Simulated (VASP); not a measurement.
Computed with SCAN meta-GGA, VASP's PBE PAW potentials (set 64) (plane waves; VASP).

VASP input:

### KPOINTS
```
Automatic mesh
0
Gamma
  8 8 8
```

### INCAR
```
ALGO  =  Normal
EDIFF  =  1E-7
ENCUT  =  520
ISIF  =  2
ISMEAR  =  0
LASPH  =  .TRUE.
LCHARG  =  .FALSE.
LMAXMIX  =  4
LMIXTAU  =  .TRUE.
LREAL  =  .FALSE.
LWAVE  =  .FALSE.
METAGGA  =  SCAN
NELM  =  100
PREC  =  Accurate
SIGMA  =  0.05
SYSTEM  =  CdS
```

File POSCAR:
```
CdS
1
    0.0000000000     2.9348693743     2.9348693743
    2.9348693743     0.0000000000     2.9348693743
    2.9348693743     2.9348693743     0.0000000000
Cd S
1 1
Direct
  0.0000000000   0.0000000000   0.0000000000
  0.2500000000   0.2500000000   0.2500000000
```

POTCAR, in this order: Cd S (PBE.64 set). Program: vasp_std.

**Question.** Predict the energy per atom (σ→0), band gap (on the k-mesh).

**Answer.** 
```json
{
 "energy per atom (σ→0)": "-2004.2 kJ/mol-atom",
 "band gap (on the k-mesh)": "1.47 eV"
}
```

**OSZICAR**
```
...
DAV:  15    -0.415446818748E+02   -0.12532E-04   -0.51651E-05   764   0.979E-02    0.825E-03
DAV:  16    -0.415446864658E+02   -0.45911E-05   -0.45592E-06   789   0.293E-02    0.493E-03
DAV:  17    -0.415446871464E+02   -0.68055E-06   -0.15277E-07   672   0.470E-03    0.381E-03
DAV:  18    -0.415446903021E+02   -0.31557E-05   -0.15860E-06   754   0.197E-02    0.592E-04
DAV:  19    -0.415446895901E+02    0.71197E-06   -0.16199E-07   681   0.523E-03    0.333E-04
DAV:  20    -0.415446898769E+02   -0.28680E-06   -0.36524E-08   527   0.307E-03    0.186E-04
DAV:  21    -0.415446898993E+02   -0.22443E-07   -0.31149E-09   392   0.814E-04
   1 F= -.41544690E+02 E0= -.41544690E+02  d E =-.235080E-14
```

The compound is CdS in the zinc blende structure, a metastable form; wurtzite is the usual one. It was relaxed first.
